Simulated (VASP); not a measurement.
HgTe:

```
CELL_PARAMETERS angstrom
0.00000 3.25801 3.25801
3.25801 0.00000 3.25801
3.25801 3.25801 0.00000
ATOMIC_POSITIONS crystal
Hg 0.00000 0.00000 0.00000
Te 0.25000 0.25000 0.25000
```

Base run:

- Program: VASP 6.6.1
- Functional: PBEsol
- Potentials or basis: VASP PAW PBE potentials, release 64 (Hg, Te)
- Cutoff: 520 eV
- k mesh: 10 × 10 × 10
- Occupations: gaussian, width 0.03 eV
- Spin: no spin polarisation

Its results: pressure 0.0 GPa.

**Question.** The run is repeated on the same cell with these changes: functional from PBEsol to r2SCAN. What comes out?

**Answer.** Pressure 1.2 GPa.

Caveats: the PAW data sets were made with another functional, which shifts forces and pressure a little.
